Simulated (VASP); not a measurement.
Output of a VASP run:

File OUTCAR:
```
 ion  position               nearest neighbor table
   1  0.000  0.000  0.000-   2 2.48   2 2.48   2 2.48   2 2.48   2 2.48   2 2.48   2 2.48   2 2.48
  LATTYP: Found a simple cubic cell.
 ALAT       =     2.8639038354
 Subroutine PRICEL returns:
 Original cell was already a primitive cell.
 Subroutine GETGRP returns: Found 48 space group operations
The static configuration has the point symmetry O_h .
The dynamic configuration has the point symmetry O_h .
 Subroutine INISYM returns: Found 48 space group operations
 Subroutine IBZKPT returns following result:
 Found     56 irreducible k-points:

 Following reciprocal coordinates:
            Coordinates               Weight
  0.000000  0.000000  0.000000      1.000000
  0.090909  0.000000  0.000000      6.000000
  0.181818  0.000000  0.000000      6.000000
  0.272727  0.000000  0.000000      6.000000
  0.363636  0.000000  0.000000      6.000000
  0.454545  0.000000  0.000000      6.000000
  0.090909  0.090909  0.000000     12.000000
  0.181818  0.090909  0.000000     24.000000
  0.272727  0.090909  0.000000     24.000000
  0.363636  0.090909  0.000000     24.000000
  0.454545  0.090909  0.000000     24.000000
  0.181818  0.181818  0.000000     12.000000
  0.272727  0.181818  0.000000     24.000000
  0.363636  0.181818  0.000000     24.000000
  0.454545  0.181818  0.000000     24.000000
  0.272727  0.272727  0.000000     12.000000
  0.363636  0.272727  0.000000     24.000000
  0.454545  0.272727  0.000000     24.000000
  0.363636  0.363636  0.000000     12.000000
  0.454545  0.363636  0.000000     24.000000
  0.454545  0.454545  0.000000     12.000000
  0.090909  0.090909  0.090909      8.000000
  0.181818  0.090909  0.090909     24.000000
  0.272727  0.090909  0.090909     24.000000
  0.363636  0.090909  0.090909     24.000000
  0.454545  0.090909  0.090909     24.000000
  0.181818  0.181818  0.090909     24.000000
  0.272727  0.181818  0.090909     48.000000
  0.363636  0.181818  0.090909     48.000000
  0.454545  0.181818  0.090909     48.000000
  0.272727  0.272727  0.090909     24.000000
  0.363636  0.272727  0.090909     48.000000
  0.454545  0.272727  0.090909     48.000000
  0.363636  0.363636  0.090909     24.000000
  0.454545  0.363636  0.090909     48.000000
  0.454545  0.454545  0.090909     24.000000
  0.181818  0.181818  0.181818      8.000000
  0.272727  0.181818  0.181818     24.000000
  0.363636  0.181818  0.181818     24.000000
  0.454545  0.181818  0.181818     24.000000
   k-points           NKPTS =     56   k-points in BZ     NKDIM =     56   number of bands    NBANDS=     11
   number of dos      NEDOS =    301   number of ions     NIONS =      2
   total plane-waves  NPLWV =  13824
   dimension x,y,z NGX =    24 NGY =   24 NGZ =   24
   dimension x,y,z NGXF=    48 NGYF=   48 NGZF=   48
   ions per type =               1   1
   PREC   = accura    normal or accurate (medium, high low for compatibility)
   ISTART =      0    job   : 0-new  1-cont  2-samecut
   ICHARG =      2    charge: 1-file 2-atom 10-const
   ISPIN  =      1    spin polarized calculation?
   LNONCOLLINEAR =      F non collinear calculations
   LSORBIT =      F    spin-orbit coupling
   INIWAV =      1    electr: 0-lowe 1-rand  2-diag
   ENCUT  =  520.0 eV  38.22 Ry    6.18 a.u.   5.32  5.32  5.32*2*pi/ulx,y,z
   NELM   =    100;   NELMIN=  2; NELMDL= -5     # of ELM steps
   EDIFF  = 0.1E-05   stopping-criterion for ELM
   LREAL  =      F    real-space projection
   NLSPLINE    = F    spline interpolate recip. space projectors
   LMAXMIX     =    6 max onsite mixed and CHGCAR
   VOSKOWN=      0    Vosko Wilk Nusair interpolation
   EDIFFG = -.1E-01   stopping-criterion for IOM
   NSW    =     60    number of steps for IOM
   NBLOCK =      1;   KBLOCK =     60    inner block; outer block
   IBRION =      2    ionic relax: 0-MD 1-quasi-New 2-CG
   NFREE  =      1    steps in history (QN), initial steepest desc. (CG)
...
```

**OSZICAR**
```
       N       E                     dE             d eps       ncg     rms          rms(c)
DAV:   1     0.251168978294E+02    0.25117E+02   -0.78438E+03  1232   0.123E+03
DAV:   2    -0.206544682541E+02   -0.45771E+02   -0.43239E+02  1603   0.218E+02
DAV:   3    -0.224176913228E+02   -0.17632E+01   -0.17369E+01  1549   0.324E+01
DAV:   4    -0.224354209238E+02   -0.17730E-01   -0.17694E-01  1481   0.336E+00
DAV:   5    -0.224357006451E+02   -0.27972E-03   -0.27960E-03  1541   0.319E-01    0.477E+01
DAV:   6    -0.199369013737E+02    0.24988E+01   -0.23712E+01  1351   0.228E+01    0.389E+01
DAV:   7    -0.195804301381E+02    0.35647E+00   -0.24017E+00  1392   0.823E+00    0.255E+01
DAV:   8    -0.195408247529E+02    0.39605E-01   -0.23835E-01  1509   0.379E+00    0.627E+00
DAV:   9    -0.195302248844E+02    0.10600E-01   -0.30614E-02  1443   0.133E+00    0.824E-01
DAV:  10    -0.195300781606E+02    0.14672E-03   -0.27505E-03  1599   0.393E-01    0.254E-01
DAV:  11    -0.195299838755E+02    0.94285E-04   -0.36658E-04  1441   0.102E-01    0.632E-02
DAV:  12    -0.195299843491E+02   -0.47362E-06   -0.19660E-05  1516   0.323E-02    0.563E-02
DAV:  13    -0.195299837762E+02    0.57291E-06   -0.51436E-06  1485   0.145E-02
   1 F= -.19529984E+02 E0= -.19529439E+02  d E =-.195300E+02
       N       E                     dE             d eps       ncg     rms          rms(c)
DAV:   1    -0.195300849577E+02   -0.10061E-03   -0.29705E-03  1262   0.521E-01    0.128E-01
DAV:   2    -0.195300069458E+02    0.78012E-04   -0.12922E-04  1307   0.109E-01    0.697E-02
DAV:   3    -0.195299826677E+02    0.24278E-04   -0.59881E-05  1578   0.568E-02    0.434E-02
DAV:   4    -0.195299771828E+02    0.54849E-05   -0.13851E-05  1477   0.315E-02    0.307E-02
DAV:   5    -0.195299764847E+02    0.69806E-06   -0.10856E-06  1027   0.846E-03
   2 F= -.19529976E+02 E0= -.19529450E+02  d E =0.729150E-05
       N       E                     dE             d eps       ncg     rms          rms(c)
DAV:   1    -0.195300251992E+02   -0.48016E-04   -0.97797E-04  1244   0.299E-01    0.729E-02
DAV:   2    -0.195299994956E+02    0.25704E-04   -0.42369E-05  1286   0.626E-02    0.394E-02
DAV:   3    -0.195299917380E+02    0.77576E-05   -0.19449E-05  1551   0.325E-02    0.245E-02
DAV:   4    -0.195299901469E+02    0.15911E-05   -0.44906E-06  1446   0.180E-02    0.175E-02
DAV:   5    -0.195299906080E+02   -0.46105E-06   -0.34686E-07   664   0.485E-03
   3 F= -.19529991E+02 E0= -.19529454E+02  d E =-.683174E-05
```

### OUTCAR
```
------------------------ aborting loop because EDIFF is reached ----------------------------------------
  FORCE on cell =-STRESS in cart. coord.  units (eV):
  Direction    XX          YY          ZZ          XY          YZ          ZX
  --------------------------------------------------------------------------------------
  Total       -0.0002507     -0.0002507     -0.0002507      0.0000000     -0.0000000     -0.0000000
  in kB       -0.0170903     -0.0170903     -0.0170903      0.0000000     -0.0000000     -0.0000000
  external PRESSURE =      -0.0170903 kB  Pullay stress =       0.0000000 kB
  volume of cell :       23.51
      direct lattice vectors                 reciprocal lattice vectors
     2.864548078 -0.000000000 -0.000000000     0.349095205  0.000000000  0.000000000
    -0.000000000  2.864548078 -0.000000000     0.000000000  0.349095205  0.000000000
    -0.000000000 -0.000000000  2.864548078     0.000000000  0.000000000  0.349095205
 POSITION                                       TOTAL-FORCE (eV/Angst)
 -----------------------------------------------------------------------------------
      0.00000      0.00000      0.00000         0.000000      0.000000      0.000000
      1.43227      1.43227      1.43227        -0.000000     -0.000000      0.000000
 -----------------------------------------------------------------------------------
    total drift:                                0.000000      0.000000     -0.000000
  FREE ENERGIE OF THE ION-ELECTRON SYSTEM (eV)
  ---------------------------------------------------
  free  energy   TOTEN  =       -19.5299906080 eV

  energy  without entropy=      -19.5283793607  energy(sigma->0) =      -19.52945353

 reached required accuracy - stopping structural energy minimisation
```
(Selected blocks of OUTCAR.)

**POSCAR**
```
HfC
1
    2.8639038354    -0.0000000000    -0.0000000000
   -0.0000000000     2.8639038354    -0.0000000000
   -0.0000000000    -0.0000000000     2.8639038354
Hf C
1 1
Direct
  0.0000000000   0.0000000000   0.0000000000
  0.5000000000   0.5000000000   0.5000000000
```

### Question
Write an INCAR and KPOINTS that could have produced this output.

### Answer
This is not unique; one that fits is the input of the run itself, PBEsol GGA, plane waves, VASP's PBE PAW potentials (set 64).

### KPOINTS
```
Automatic mesh
0
Gamma
11 11 11
0 0 0
```

### INCAR
```
# general
SYSTEM  = HfC
PREC    = Accurate
ENCUT   = 520
LREAL   = .FALSE.
LASPH   = .TRUE.

# electronic loop
EDIFF   = 1E-6
NELM    = 100
ALGO    = Normal
LMAXMIX = 6

# smearing
ISMEAR  = 1
SIGMA   = 0.1

# functional
GGA     = PS

# ions
IBRION  = 2
NSW     = 60
ISIF    = 3
EDIFFG  = -0.01

# output
LWAVE   = .FALSE.
LCHARG  = .FALSE.
```

POTCAR, in this order: Hf_pv C (PBE.64 set). Program: vasp_std.

The structure was generated: HfC was put into the CsCl type type (Pm-3m), which need not be its known phase. This run relaxes it. Symmetry was kept, so distortions that lower it aren't found. The start is the result of an earlier pass.
